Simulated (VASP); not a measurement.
All values below come from r2SCAN meta-GGA, VASP's PBE PAW potentials (set 64) (plane waves; VASP).

Input for VASP

### POSCAR
```
PbF2
1
    0.0000000000     3.0479163223     3.0479163223
    3.0479163223     0.0000000000     3.0479163223
    3.0479163223     3.0479163223     0.0000000000
Pb F
1 2
Direct
  0.0000000000   0.0000000000   0.0000000000
  0.2500000000   0.2500000000   0.2500000000
  0.7500000000   0.7500000000   0.7500000000
```

### INCAR
```
! general
SYSTEM  = PbF2
PREC    = Accurate
ENCUT   = 600
LREAL   = .FALSE.
LASPH   = .TRUE.

! electronic loop
EDIFF   = 1E-7
NELM    = 100
ALGO    = Normal
LMAXMIX = 4
LMIXTAU = .TRUE.

! smearing
ISMEAR  = 0
SIGMA   = 0.05

! functional
METAGGA = R2SCAN

! ions
ISIF    = 2

! output
LWAVE   = .FALSE.
LCHARG  = .FALSE.
```

### KPOINTS
```
Automatic
0
gamma
6 6 6
0 0 0
```

POTCAR, in this order: Pb_d F (PBE.64 set). Program: vasp_std.

Output

OSZICAR:
```
       N       E                     dE             d eps       ncg     rms          rms(c)
DAV:   1     0.268406842389E+03    0.26841E+03   -0.16478E+04   576   0.198E+03
DAV:   2    -0.480348733436E+02   -0.31644E+03   -0.30517E+03   674   0.481E+02
DAV:   3    -0.793879584507E+02   -0.31353E+02   -0.30929E+02   678   0.165E+02
DAV:   4    -0.802919571279E+02   -0.90400E+00   -0.90335E+00   624   0.291E+01
DAV:   5    -0.803207243668E+02   -0.28767E-01   -0.28766E-01   636   0.544E+00    0.711E+00
DAV:   6    -0.714314617034E+02    0.88893E+01   -0.66971E+00   734   0.375E+01    0.225E+00
DAV:   7    -0.697140207901E+02    0.17174E+01   -0.12745E+00   586   0.137E+01    0.169E+00
DAV:   8    -0.730812755035E+02   -0.33673E+01   -0.77510E-01   578   0.983E+00    0.700E-01
DAV:   9    -0.693449033332E+02    0.37364E+01   -0.79351E-01   580   0.816E+00    0.931E-01
DAV:  10    -0.700756770203E+02   -0.73077E+00   -0.51667E-01   576   0.608E+00    0.208E-01
DAV:  11    -0.700639913560E+02    0.11686E-01   -0.16358E-02   614   0.150E+00    0.355E-01
DAV:  12    -0.700683797199E+02   -0.43884E-02   -0.15130E-02   576   0.146E+00    0.434E-01
DAV:  13    -0.700786946155E+02   -0.10315E-01   -0.26418E-02   576   0.187E+00    0.225E-01
DAV:  14    -0.700817015102E+02   -0.30069E-02   -0.24166E-03   576   0.498E-01    0.140E-01
DAV:  15    -0.700834930314E+02   -0.17915E-02   -0.42309E-04   576   0.221E-01    0.159E-01
DAV:  16    -0.700836149805E+02   -0.12195E-03   -0.32525E-03   588   0.437E-01    0.157E-02
DAV:  17    -0.700840712356E+02   -0.45626E-03   -0.21690E-04   576   0.178E-01    0.732E-03
DAV:  18    -0.700840602607E+02    0.10975E-04   -0.16675E-05   596   0.577E-02    0.810E-03
DAV:  19    -0.700841064895E+02   -0.46229E-04   -0.16369E-05   576   0.424E-02    0.369E-03
DAV:  20    -0.700841148166E+02   -0.83271E-05   -0.33232E-06   584   0.236E-02    0.233E-03
DAV:  21    -0.700841176238E+02   -0.28072E-05   -0.14442E-06   576   0.138E-02    0.236E-03
DAV:  22    -0.700841177717E+02   -0.14787E-06   -0.18555E-07   560   0.401E-03    0.214E-03
DAV:  23    -0.700841178009E+02   -0.29243E-07   -0.11031E-07   440   0.328E-03
   1 F= -.70084118E+02 E0= -.70084118E+02  d E =-.621749E-18
```

File OUTCAR:
```
------------------------ aborting loop because EDIFF is reached ----------------------------------------
  FORCE on cell =-STRESS in cart. coord.  units (eV):
  Direction    XX          YY          ZZ          XY          YZ          ZX
  --------------------------------------------------------------------------------------
  Total       -1.9872910     -1.9872910     -1.9872910      0.0000000      0.0000000     -0.0000000
  in kB      -56.2254497    -56.2254497    -56.2254497      0.0000000      0.0000000     -0.0000000
  external PRESSURE =     -56.2254497 kB  Pullay stress =       0.0000000 kB
  volume of cell :       56.63
      direct lattice vectors                 reciprocal lattice vectors
     0.000000000  3.047916322  3.047916322    -0.164046498  0.164046498  0.164046498
     3.047916322  0.000000000  3.047916322     0.164046498 -0.164046498  0.164046498
     3.047916322  3.047916322  0.000000000     0.164046498  0.164046498 -0.164046498
 POSITION                                       TOTAL-FORCE (eV/Angst)
 -----------------------------------------------------------------------------------
      0.00000      0.00000      0.00000         0.000000     -0.000000     -0.000000
      1.52396      1.52396      1.52396        -0.000000      0.000000      0.000000
      4.57187      4.57187      4.57187         0.000000     -0.000000     -0.000000
 -----------------------------------------------------------------------------------
    total drift:                                0.000000      0.000000      0.000000
  FREE ENERGIE OF THE ION-ELECTRON SYSTEM (eV)
  ---------------------------------------------------
  free  energy   TOTEN  =       -70.0841178009 eV

  energy  without entropy=      -70.0841178009  energy(sigma->0) =      -70.08411780
```
(Selected blocks of OUTCAR.)

The compound is PbF2 in the fluorite structure, the β form. This cell was strained or had an atom moved on purpose.
